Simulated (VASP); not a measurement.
VASP runs on CdI2 (1T layered) share one base input (PBE GGA, plane waves, VASP's PBE PAW potentials (set 64)) and change the settings named in each case.

**KPOINTS**
```
kpoints
0
G
  5 5 3
0 0 0
```

File POSCAR:
```
CdI2
1
    2.1624000000    -3.7453870000     0.0000000000
    2.1624000000     3.7453870000     0.0000000000
    0.0000000000     0.0000000000     6.9972000000
Cd I
1 2
Direct
  0.0000000000   0.0000000000   0.0000000000
  0.3333330000   0.6666670000   0.2490000000
  0.6666670000   0.3333330000   0.7510000000
```

### INCAR
```
LCHARG = .FALSE.
ALGO = Normal   # blocked Davidson
LASPH = .TRUE.   # aspherical one-centre terms
LMAXMIX = 4
LREAL = .FALSE.   # projection in real space or not
GGA = PE
ISIF = 2   # forces and stress, cell fixed
LWAVE = .FALSE.
ISMEAR = 0   # Gaussian
NELM = 100
PREC = Accurate
SIGMA = 0.05   # width (eV)
ENCUT = 400   # plane-wave cut-off (eV)
SYSTEM = CdI2
EDIFF = 1E-6
```

POTCAR, in this order: Cd I (PBE.64 set). Program: vasp_std.

```json
[
 {"change": "base run", "E(σ→0) (eV/atom)": "-1.8390", "pressure (GPa)": "-0.11", "−TS (eV)": "0.0000"},
 {"change": "ISMEAR = -1, SIGMA = 0.2", "E(σ→0) (eV/atom)": "-1.8383", "pressure (GPa)": "-0.10", "−TS (eV)": "-0.0055"},
 {"change": "ISMEAR = -1, SIGMA = 0.5", "E(σ→0) (eV/atom)": "-1.7942", "pressure (GPa)": "0.44", "−TS (eV)": "-0.5281"},
 {"change": "SIGMA = 0.2", "E(σ→0) (eV/atom)": "-1.8390", "pressure (GPa)": "-0.11", "−TS (eV)": "0.0000"},
 {"change": "ISMEAR = -1, SIGMA = 0.3", "E(σ→0) (eV/atom)": "…", "pressure (GPa)": "…", "−TS (eV)": "…"},
 {"change": "ISMEAR = 2, SIGMA = 0.3", "E(σ→0) (eV/atom)": "-1.8378", "pressure (GPa)": "-0.15", "−TS (eV)": "0.0205"},
 {"change": "ISMEAR = 1, SIGMA = 0.02", "E(σ→0) (eV/atom)": "-1.8390", "pressure (GPa)": "-0.11", "−TS (eV)": "0.0002"},
 {"change": "ISMEAR = -5, SIGMA removed", "E(σ→0) (eV/atom)": "-1.8390", "pressure (GPa)": "-0.11", "−TS (eV)": "0.0000"},
 {"change": "ISMEAR = -4, SIGMA removed", "E(σ→0) (eV/atom)": "-1.8390", "pressure (GPa)": "-0.11", "−TS (eV)": "0.0000"}
]
```

Q: What belongs in the gaps?

A: 
- ISMEAR = -1, SIGMA = 0.3, E(σ→0) (eV/atom): -1.8322
- ISMEAR = -1, SIGMA = 0.3, pressure (GPa): -0.04
- ISMEAR = -1, SIGMA = 0.3, −TS (eV): -0.0625

Unless said otherwise, spin-orbit coupling is left out, though it shifts the bands of the heavy elements here.

Left out are runs that ran out of time, are held back, or changed the cell or the kind of run, fixed moments of cells without a moment, rows past the twelfth, gaps on odd meshes, pressures of charged cells and columns that move by less than the noise.

The compound is CdI2 in the 1T layered structure. The cell was not relaxed at this level.
